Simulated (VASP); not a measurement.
OSZICAR of a VASP run on MoTe$_{2}$ (2H layered):

OSZICAR:
```
       N       E                     dE             d eps       ncg     rms          rms(c)
DAV:   1     0.387710176543E+03    0.38771E+03   -0.26274E+04  1176   0.142E+03
DAV:   2    -0.171365974690E+02   -0.40485E+03   -0.39561E+03  1250   0.338E+02
DAV:   3    -0.402263204856E+02   -0.23090E+02   -0.22862E+02  1222   0.677E+01
DAV:   4    -0.408432781948E+02   -0.61696E+00   -0.61416E+00  1245   0.110E+01
DAV:   5    -0.408609732743E+02   -0.17695E-01   -0.17688E-01  1291   0.191E+00    0.234E+01
DAV:   6    -0.399240877990E+02    0.93689E+00   -0.95011E+00  1164   0.153E+01    0.920E+00
DAV:   7    -0.398294433818E+02    0.94644E-01   -0.87177E+00  1113   0.119E+01    0.658E+00
DAV:   8    -0.394020881359E+02    0.42736E+00   -0.18105E+00  1220   0.616E+00    0.338E+00
DAV:   9    -0.394007062725E+02    0.13819E-02   -0.27645E-01  1319   0.231E+00    0.140E+00
DAV:  10    -0.393937429692E+02    0.69633E-02   -0.52478E-02  1242   0.115E+00    0.380E-01
DAV:  11    -0.393938960425E+02   -0.15307E-03   -0.29074E-03  1223   0.265E-01    0.330E-01
DAV:  12    -0.393938287058E+02    0.67337E-04   -0.38349E-04  1203   0.904E-02    0.201E-01
DAV:  13    -0.393937779535E+02    0.50752E-04   -0.12480E-04  1249   0.591E-02    0.118E-01
DAV:  14    -0.393937714052E+02    0.65482E-05   -0.20314E-05  1208   0.188E-02    0.686E-02
DAV:  15    -0.393937695662E+02    0.18390E-05   -0.22424E-06   848   0.812E-03    0.383E-02
DAV:  16    -0.393937680086E+02    0.15576E-05   -0.39534E-06   878   0.809E-03    0.218E-02
DAV:  17    -0.393937676151E+02    0.39353E-06   -0.93567E-07   650   0.464E-03
   1 F= -.39393768E+02 E0= -.39393768E+02  d E =-.393938E+02
       N       E                     dE             d eps       ncg     rms          rms(c)
DAV:   1    -0.393948201316E+02   -0.10521E-02   -0.35726E-02  1006   0.129E+00    0.197E-01
DAV:   2    -0.393941208720E+02    0.69926E-03   -0.24289E-03  1164   0.232E-01    0.118E-01
DAV:   3    -0.393939850262E+02    0.13585E-03   -0.39961E-04  1203   0.106E-01    0.471E-02
DAV:   4    -0.393939298794E+02    0.55147E-04   -0.19195E-04  1194   0.652E-02    0.352E-02
DAV:   5    -0.393939277367E+02    0.21427E-05   -0.21309E-05  1028   0.187E-02    0.928E-03
DAV:   6    -0.393939275968E+02    0.13994E-06   -0.34299E-06   991   0.941E-03
   2 F= -.39393928E+02 E0= -.39393928E+02  d E =-.159982E-03
```

**Question.** Which electronic solver shows in the log?

**Answer.** It is blocked Davidson (ALGO = Normal, or the opening steps of other solvers). The INCAR had ALGO = Normal.

**Question.** Can the final energy be trusted as converged?

**Answer.** The calculation finished and met its thresholds. It stopped with EDIFF = 1E-6, NELM = 100, NSW = 60 and EDIFFG = -0.02 after 2 ionic steps (PBEsol GGA, plane waves, VASP's PBE PAW potentials (set 64)). Without a dispersion term in the relaxation, distances and binding between the weakly bound layers, chains or molecules are unreliable, and so is what depends on them.

The compound is MoTe2 in the 2H layered structure. This run relaxes it. Symmetry was kept, so distortions that lower it aren't found. The start is the result of an earlier pass.
